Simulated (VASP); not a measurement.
Here is the system:

```yaml
crystal:
  lattice:
    - [0.00000, 2.08080, 2.08080]
    - [2.08080, 0.00000, 2.08080]
    - [2.08080, 2.08080, 0.00000]
  atoms:
    - { symbol: Au, position: [0.00000, 0.00000, 0.00000] }
```

Computed with PBE GGA with spin-orbit coupling, VASP's PBE PAW potentials (set 64) (plane waves; VASP). Numerical set-up: 400 eV cut-off, 14×14×14 Γ-centred mesh, first-order Methfessel-Paxton smearing of 0.10 eV, potentials Au.

Task: What does the run give for the energy per atom (σ→0), pressure, band gap (on the k-mesh) with the smallest direct gap where there is one?

Result: 
```
Quantity                                                    Result
------------------------  ----------------------------------------
band gap (on the k-mesh)  none (metal, semimetal or under 0.01 eV)
energy per atom (σ→0)                               -3.503 eV/atom
pressure                                                 -1.75 GPa
```

The compound is Au in the fcc structure. The cell was not relaxed at this level. The run is one of a series of settings (GGA_COMPAT = .FALSE., LSORBIT = .TRUE., MAGMOM = 0 0 0, program vasp_ncl against the base run), some of them coarse on purpose.
